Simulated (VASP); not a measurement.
Set up this calculation in VASP 6.6.1, as the native input.

```yaml
Task: single point
Functional: LDA
Potentials_or_basis: VASP PAW LDA potentials, release 64 (Mn_pv, V_sv)
Cutoff: 520 eV
k_mesh: 14 × 14 × 14
Occupations: gaussian, width 0.1 eV
Spin: no spin polarisation
Dipole_correction: no
Further_INCAR_settings: ALGO = Normal; EDIFF = 1e-06; NBANDS = 20
```

The structure of MnV lies in POSCAR:

```
MnV
1.0
    2.8104281466      0.0000000000      0.0000000000
    0.0000000000      2.8104281466      0.0000000000
    0.0000000000      0.0000000000      2.8104281466
Mn V
1 1
Direct
    0.0000000000      0.0000000000      0.0000000000
    0.5000000000      0.5000000000      0.5000000000
```

The cell isn't the ideal one: relaxed again under DFT LDA, scalar-relativistic, plane waves, PAW.

One way to write it, as run:

INCAR

```
PREC = Accurate
ENCUT = 520
EDIFF = 1E-6
ISMEAR = 0
SIGMA = 0.1
LREAL = F
LASPH = T
NELM = 100
ALGO = Normal
ISIF = 2
LWAVE = F
LCHARG = T
GGA = CA
LELF = T
LVHAR = T
NBANDS = 20
```

KPOINTS

```
Automatic mesh
0
Gamma
  14 14 14
```

Potentials or basis: VASP PAW LDA potentials, release 64 (Mn_pv, V_sv).

Command:

```console
$ cat potpaw_LDA.64/Mn_pv/POTCAR potpaw_LDA.64/V_sv/POTCAR > POTCAR
$ mpirun -np 1 vasp_std > vasp.out
```

It gave:

* Pressure: 0.4 GPa
* Band gap on the k mesh: none (metal or under the smearing width)

It took 24 s on 1 thread of Intel(R) Xeon(R) Platinum 8488C (Sapphire Rapids) (shared host), peak memory 0.17 GiB.
